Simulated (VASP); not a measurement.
## Al3Si2F: relaxation of cell and atoms with PBE

Al3Si2F:

```
Al Si F
1.0
    -1.70750    1.70750    7.24500
     1.70750   -1.70750    7.24500
     1.70750    1.70750   -7.24500
Al Si F
3 2 1
Direct
  0.75000 0.25000 0.50000
  0.41670 0.91670 0.50000
  0.08330 0.58330 0.50000
  0.66670 0.66670 0.00000
  0.33330 0.33330 0.00000
  0.00000 0.00000 0.00000
```

The cell was built by a generator and needn't be a form met in nature.

- Program: VASP 6.6.1
- Task: relaxation of cell and atoms
- Functional: PBE
- Potentials or basis: VASP PAW PBE potentials, release 64 (Al, Si, F)
- Cutoff: 520 eV
- k mesh: 6 × 6 × 6
- Occupations: gaussian, width 0.15 eV
- Spin: no spin polarisation
- Further INCAR settings: PREC = Normal; ALGO = Fast; EDIFF = 0.0001; IBRION = 2; EDIFFG = -0.08; NSW = 24; ISIF = 3

- Relaxed volume: 17.63 Å³/atom
- Relaxed cell: a = 6.742 Å, b = 6.742 Å, c = 6.742 Å, α = 143.90°, β = 143.90°, γ = 51.97°
- Space group after relaxing (to 0.05 Å): I-4m2 (No. 119)
- Energy gained by relaxing: 1132.4 meV/atom
- Ionic steps: 24
- Pressure after relaxing: -0.1 GPa
- Largest force after relaxing: 0.068 eV/Å
- Band gap on the k mesh: none (metal or under the smearing width)

Forces in eV/Å, atoms in the order of the input:
```
Al   0.000  0.000  0.000
Al   0.000  0.000 -0.068
Al   0.000  0.000  0.068
Si   0.000  0.000 -0.065
Si   0.000  0.000  0.065
F    0.000  0.000  0.000
```

Stress tensor (GPa, compression positive):
```
-0.04  0.00  0.00
 0.00 -0.04  0.00
 0.00  0.00 -0.31
```

Step by step:
```csv
step,energy change (eV),largest force (eV/Å),pressure (GPa),volume (Å³)
1,0.0000,3.8520,56.89,84.49
2,-4.0542,0.8226,-12.76,161.51
3,-5.8273,1.0137,-0.66,125.29
4,-5.8272,1.0272,-0.17,124.37
5,-6.0058,0.7511,-0.30,124.20
6,-6.2622,0.4360,-0.64,123.42
7,-6.2778,0.6438,-0.85,123.04
8,-6.3777,0.5802,-0.43,119.99
9,-6.4480,0.5847,0.33,114.67
10,-6.4482,0.5937,0.83,113.23
11,-6.5230,0.3625,-1.44,114.53
12,-6.5340,0.5040,-3.34,115.68
13,-6.5632,0.5137,-3.25,114.83
14,-6.6395,0.5277,-2.42,112.31
15,-6.7409,0.4883,-0.29,107.38
16,-6.5125,0.5033,7.35,97.92
17,-6.7506,0.4616,0.37,106.11
18,-6.7528,0.3545,2.05,103.74
19,-6.7561,0.4135,1.26,104.80
20,-6.7828,0.1858,0.84,104.57
21,-6.7853,0.1106,0.87,104.47
22,-6.7913,0.1166,-0.01,105.51
23,-6.7919,0.1240,-0.31,105.91
24,-6.7944,0.0676,-0.13,105.79
```

Final structure:
```
Al Si F
1.0
    -2.08892    2.08892    6.06068
     2.08892   -2.08892    6.06068
     2.08892    2.08892   -6.06068
Al Si F
3 2 1
Direct
  0.75000 0.25000 0.50000
  0.48138 0.98138 0.50000
  0.01862 0.51862 0.50000
  0.63557 0.63557 0.00000
  0.36443 0.36443 0.00000
  0.00000 0.00000 0.00000
```

Levels at points of the mesh, in eV from the Fermi level:
```csv
k point,band 10,band 11,band 12,band 13,band 14,band 15
"(0.00, 0.00, 0.00)",-1.46,-1.46,-1.37,0.27,0.38,1.84
"(0.50, 0.00, 0.00)",-2.19,-1.70,-0.51,0.78,1.32,2.75
"(0.50, 0.50, 0.00)",-3.65,-2.97,-0.77,-0.32,0.40,2.84
"(0.50, 0.50, 0.50)",-2.31,-1.19,-0.16,-0.16,0.63,1.85
```

Wall time 10 min on 2 MPI ranks on Intel(R) Xeon(R) Platinum 8175M CPU @ 2.50GHz (Skylake/Cascade Lake) (shared host), peak memory 0.36 GiB a rank.

Caveat: the k mesh is coarse (spacing up to 0.43 Å⁻¹), so the values aren't converged; the volume moved by over 15 % at a fixed basis, so the end points are rough; the relaxation stopped at a loose force limit of 0.08 eV/Å, so its end isn't a converged minimum.
